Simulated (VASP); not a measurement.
# Biaxial (0001) strain in hexagonal Hf with r2SCAN: normal strain, stress, strain energy and the limit of linear elasticity

Normal strain, in-plane stress and strain energy are calculated with r2SCAN for hexagonal Hf (P6_3/mmc) stretched or compressed equally along both directions of the (0001) plane, from −2 % to +2 %. The crystal is free to respond along the normal, as a thin (0001) film on a mismatched substrate would be. The stress such a film carries and the energy it stores bear on whether it stays coherent, cracks or peels. Strains and energies are counted from the stress-relaxed crystal; tension is positive.

Required are the elastic moduli that follow from the three columns, and the strain at which a constant modulus ceases to describe the stress.

## Computational details

The start is an entry of the ASE's table of reference states database. The crystal was relaxed with r2SCAN. Equal strain is imposed in the (0001) plane; the strain along the normal is adjusted until the normal stress vanishes, and the atoms are relaxed with r2SCAN. VASP 6.6.1, plane waves with PAW, cutoff 470 eV, no spin polarisation, no spin-orbit coupling, k mesh 21×21×12, static lattice. The same in all rows: band gap on the k mesh at r2SCAN: 0.000 eV.

Notes on method and selection:

- Runs that did not converge, have known faults or may not be shown are not listed, and runs on Ansatz's PAW sets soft_1 and soft_2 are kept to separate tables.

Columns:

- strain (%): strain in the plane (tension positive).
- normal strain (%): strain along the normal.
- stress (GPa): in-plane stress, tension positive.
- strain energy (meV/atom): energy per atom relative to the stress-relaxed crystal at zero strain, at the same plane-wave cutoff.

Input lines of one member:

```
PREC = Accurate
ENCUT = 470
EDIFF = 1E-07
NELM = 120
ISMEAR = 1
SIGMA = 0.15
LREAL = .FALSE.
ALGO = Normal
METAGGA = R2SCAN
LASPH = .TRUE.
NBANDS = 18
LORBIT = 11
KPAR = 2
IBRION = 1
NSW = 25
```

Command (options for logging and memory left out): `mpirun -np 2 vasp_std`

## The series

| member | strain (%) | normal strain (%) | stress (GPa) | strain energy (meV/atom) |
| --- | --- | --- | --- | --- |
| −2 % | −2.0 | 1.344 | −4.89 | 16.29 |
| −1.5 % | −1.5 | 0.997 | −3.62 | 9.69 |
| −1 % | −1.0 | 0.656 | −2.39 | 4.79 |
| −0.5 % | −0.5 | 0.328 | −1.18 | 1.59 |
| 0 % | 0.0 | 0.000 | −0.01 | 0.00 |
| +0.5 % | 0.5 | −0.327 | 1.13 | 0.03 |
| +1 % | 1.0 | −0.646 | 2.23 | 1.63 |
| +1.5 % | 1.5 | −0.976 | 3.28 | 4.75 |
| +2 % | 2.0 | −1.313 | 4.28 | 9.30 |

Least-squares fits to the whole series, with x = strain (%); R² and errors in the fitted variable (y, or ln y where the fit is in ln y):

| y | members | fit | R² | rms residual | leave-one-out rms | the same for the mean of the others |
| --- | --- | --- | --- | --- | --- | --- |
| normal strain (%) | 9 | y = 0.007000 − 0.6602 x | 1.00 | 0.0085 | 0.012 | 0.96 |
| stress (GPa) | 9 | y = −0.1300 + 2.298 x | 1.00 | 0.11 | 0.16 | 3.3 |

## What drives the series

For small strain e in the plane, hexagonal elasticity with zero normal stress gives

normal strain = −(2C₁₃/C₃₃) e
stress = M e, with M = C₁₁ + C₁₂ − 2C₁₃²/C₃₃
energy per atom = V M e², with V the volume per atom.

**Normal strain.** The fitted slope is −0.6602, so C₁₃/C₃₃ = 0.6602 / 2 = 0.33. Stretching the plane draws the layers together, but constant volume would need a slope of −2; the contraction therefore offsets only about a third of the gain in area. Symmetry fixes the atoms on their sites, so no internal relaxation contributes.

**Stress.** The ±1.5 % pair gives (3.28 + 3.62) / 3.0 = 2.30 GPa per %, or M = 2.30 × 100 = 230 GPa. The response softens steadily: the slope between neighbouring rows falls at every step, from (4.89 − 3.62) / 0.5 = 2.54 GPa per % at the compressed end to (4.28 − 3.28) / 0.5 = 2.00 at the stretched end. This is the usual anharmonicity of bonding, in which repulsion stiffens a compressed crystal and stretched bonds weaken. The same pair gives the curvature, (3.28 − 3.62) / (2 × 1.5²) = −0.076, hence

stress (GPa) = 2.30 e − 0.076 e², with e in %.

This meets every row within 0.02 GPa, whereas the straight line has an rms residual of 0.11 GPa.

**Energy.** Averaging the ±1 % rows removes the odd terms and leaves (4.79 + 1.63) / 2 = 3.21 meV/atom per %², or, with the units converted, 3.21 × 10 = 32.1 eV per unit strain squared. With 1 eV/Å³ = 160.2 GPa, energy and stress agree if V = 32.1 × 160.2 / 230 = 22.4 Å³, which is close to the volume per atom of the relaxed cell. The energy curvature thus supports the modulus obtained from the stress.

## Departures from the trend

Largest departures from the fit to the whole series:

| member | normal strain (%) | fit | computed − fit | in rms residuals |
| --- | --- | --- | --- | --- |
| −2 % | 1.344 | 1.327 | +0.017 | 1.9 |
| −1 % | 0.656 | 0.667 | −0.011 | 1.3 |
| −0.5 % | 0.328 | 0.337 | −0.009 | 1.1 |
| +1.5 % | −0.976 | −0.983 | +0.007 | 0.9 |

The largest anomaly is in the energy: 1.59 meV/atom at −0.5 % but 0.03 at +0.5 %. The slope at zero strain is (0.03 − 1.59) / 1.0 = −1.56 meV/atom per %, equivalent to an in-plane stress of −1.56 / (2 × 3.21) × 2.30 = −0.56 GPa if the normal stress is truly zero; the table prints −0.01. An incomplete plane-wave basis is the likely cause, because it falsifies the stress used to relax the crystal. Of the 16.29 − 9.30 = 6.99 meV/atom between the ±2 % rows, this slope supplies 4 × 1.56 = 6.24; only the remainder can be anharmonic.

In stress, the ±2 % rows lie farthest from the straight line, both below it, as softening requires. The line's intercept of −0.13 GPa comes from the same curvature and is no residual stress.

In normal strain, −2 % departs most, by +0.017 %. Much of this may lie in the definition of strain: a constant ratio of 0.66 between logarithmic strains would add 0.66 × 1.66 / 2 × 0.02² = 0.00022, or 0.022 %, with the same sign. This is counted from a line through the origin; the intercept of the fit already takes up 0.007 % of it.

## Applications

**The layer spacing of a stretched film is 0.80 % below that of the unstrained crystal. What are its in-plane strain and stress?**

The fit for the normal strain is inverted: e = (0.80 + 0.007) / 0.6602 = 1.22 %. The stress is then 2.30 × 1.22 − 0.076 × 1.22² = 2.69 GPa, in tension. The result lies between the +1 % and +1.5 % rows, at 2.23 and 3.28 GPa, as it should.

**At which calculated strains does a constant modulus of 230 GPa give the stress within 5 %?**

At +1 % it gives 2.30 GPa against 2.23, which is 3 % too much; at −1 % it gives 2.30 against 2.39 in magnitude, 4 % too little. At ±1.5 % it gives 2.30 × 1.5 = 3.45 GPa in magnitude. At +1.5 % the ratio is 3.45 / 3.28 = 1.052, just outside the tolerance, and at −1.5 % it is 3.45 / 3.62 = 0.953, just inside. At ±2 % it gives 2.30 × 2 = 4.60 GPa in magnitude, and the ratio is 4.60 / 4.28 = 1.07 in tension and 4.60 / 4.89 = 0.94 in compression. The strained rows from −1.5 % to +1 % pass; at zero strain a relative error has no meaning.

**Can the modulus be taken from the energy of a single strained cell?**

No. If the whole energy at +1 % were read as V M e², the modulus would be 230 × 1.63 / 3.21 = 117 GPa; from −1 % it would be 230 × 4.79 / 3.21 = 343 GPa. The false slope enters with opposite sign in the two cells and cancels in their mean, so strains of both signs are needed.

## Rules of thumb and their limits

Two combinations of moduli follow from this series: M = 230 GPa and C₁₃/C₃₃ = 0.33. The four constants within them are not fixed separately; a strain along the normal would supply C₃₃, and an in-plane shear C₁₁ − C₁₂.

Linear elasticity gives the stress within 4 % at ±1 % strain and within 8 % at ±2 %. The normal strain stays close to proportional throughout the calculated range. Lopsided energies should not be read as anharmonicity until the slope at zero strain has been removed.

The lattice is static. Zero-point and thermal motion would normally expand the crystal and lower M. Correcting the likely basis error would act in the same sense: the energy is lowest near 1.56 / (2 × 3.21) = 0.24 % tension, where the slope of the stress is lower by a fraction 2 × 0.076 × 0.24 / 2.30 = 0.016, roughly 2 %. Spin-orbit coupling is also left out, with an effect of unknown sign. Measured moduli are not compared here.

[Logs are printed without paths, hosts, clocks, repeated set-up lines and the standing remarks that a program may print on its own settings, such as how far it seeks lower states.]
